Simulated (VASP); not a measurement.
Consider the following.

```
CELL_PARAMETERS angstrom
     -1.60589     1.60589     1.60589
      1.60589    -1.60589     1.60589
      1.60589     1.60589    -1.60589
ATOMIC_POSITIONS crystal
  Mo 0.00000 0.00000 0.00000
```

All values below come from rev-vdW-DF2, VASP's PBE PAW potentials (set 64) (plane waves; VASP). Numerical set-up: 520 eV cut-off, 16×16×16 Γ-centred mesh, first-order Methfessel-Paxton smearing of 0.10 eV, potentials Mo_sv.

Problem. What does the run give for the energy per atom (σ→0), pressure, band gap (on the k-mesh) with the smallest direct gap where there is one?

Solution. 
| Item | Result |
|---|---|
| band gap (on the k-mesh) | none (metal, semimetal or under 0.01 eV) |
| energy per atom (σ→0) | -8.351 eV/atom |
| pressure | -14.31 GPa |

Total energies compare only between runs with the same potentials, cut-off and functional.

The compound is Mo in the bcc structure. This cell is one point of a volume scan, at 1.06 of the reference volume.
